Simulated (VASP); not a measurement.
Input:

```
KF
1.0
    0.00000     2.71031     2.71031
    2.71031     0.00000     2.71031
    2.71031     2.71031     0.00000
K F
1 1
Cartesian
  0.00000   0.00000   0.00000
  2.71031   2.71031   2.71031
```

Method: PBE GGA, VASP's PBE PAW potentials (set 64) (plane waves; VASP). Run with 520 eV cut-off, Gaussian smearing of 0.050 eV, potentials K_sv F.

Problem. Estimate the band gap (along the path) with the smallest direct gap where there is one.

Solution. 
```
Property                               Result
------------------------------------  -------
band gap (along the path)             5.95 eV
smallest direct gap (along the path)  5.95 eV
```

The absolute energy has meaning only against runs of the same code, potentials and settings.

The compound is KF in the rock salt structure. It was relaxed first.
